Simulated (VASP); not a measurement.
Consider the following.

```
Ag
1.0
    0.00000     1.96855     2.05057
    1.96855     0.00000     2.05057
    1.96855     1.96855     0.00000
Ag
1
Direct
  0.00000   0.00000   0.00000
```

Method: r2SCAN meta-GGA, VASP's PBE PAW potentials (set 64) (plane waves; VASP). Settings: 480 eV cut-off, 14×14×14 Γ-centred mesh, first-order Methfessel-Paxton smearing of 0.10 eV, potentials Ag.

Task: Give the stress tensor in GPa (positive for a compressed cell).

Result: 
```
12.11   0.00   0.00
 0.00  12.11   0.00
 0.00   0.00   9.88
```
The pressure is its mean diagonal, 11.36 GPa.

The compound is Ag in the fcc structure. This cell was strained or had an atom moved on purpose.
